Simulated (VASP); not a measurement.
Consider the following.

```xyz
2
Lattice="1.5555 -2.8300 0.0000 1.5555 2.8300 0.0000 0.0000 0.0000 5.0646" Properties=species:S:1:pos:R:3 pbc="T T T"
Hf     1.5555     0.9433     1.2661
Hf     1.6156    -0.9433     3.7984
```

The numbers are results of PBE GGA, VASP's PBE PAW potentials (set 64) (plane waves; VASP), not measurements. Settings: 425 eV cut-off, 12×12×7 Γ-centred mesh, first-order Methfessel-Paxton smearing of 0.10 eV, potentials Hf_pv.

Task: Give the force on each atom (eV/Å).

Result: 
```json
[
 {"atom": "Hf1", "Fx": "0.137", "Fy": "-0.123", "Fz": "0.000"},
 {"atom": "Hf2", "Fx": "-0.137", "Fy": "0.123", "Fz": "0.000"}
]
```

Task: Give the stress tensor in GPa (positive for a compressed cell).

Result: 
```
 4.62  -0.64   0.00
-0.64  -2.50   0.00
 0.00   0.00   0.09
```
The pressure is its mean diagonal, 0.74 GPa.

The compound is Hf in the hcp structure. The cell was not relaxed at this level, atoms are displaced from their ideal sites. The run is one of a series of settings (ENCUT = 425 against the base run), some of them coarse on purpose.
